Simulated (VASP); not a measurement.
A convergence study with VASP on BP (zinc blende): one setting is varied, all else stays as given below, so the limit is that of these other settings. ε∞ is the independent-particle value.

```
BP
1.0
    0.00000     2.27000     2.27000
    2.27000     0.00000     2.27000
    2.27000     2.27000     0.00000
B P
1 1
Direct
  0.00000   0.00000   0.00000
  0.25000   0.25000   0.25000
```

Computed with PBEsol GGA, VASP's PBE PAW potentials (set 64) (plane waves; VASP). The tightest run used: 700 eV cut-off, 8×8×8 Γ-centred mesh, Gaussian smearing of 0.050 eV, potentials B P.

```
setting     mean ε∞  bands
----------  -------  -----
NBANDS = 5     6.98      5
NBANDS = 6     8.70      6
NBANDS = 8     9.88      8
```

Q: These are the cheaper rows. Estimate the results at NBANDS = 132, and how far the last row shown lies from them.

A: 
```json
[
 {"quantity": "mean ε∞", "tightest run": "10.10", "last row shown is off by": "-0.22"}
]
```

Left out are rungs that failed or repeat a setting and relaxations that didn't move; long series are thinned to 24 rows.

The compound is BP in the zinc blende structure. The cell was not relaxed at this level.
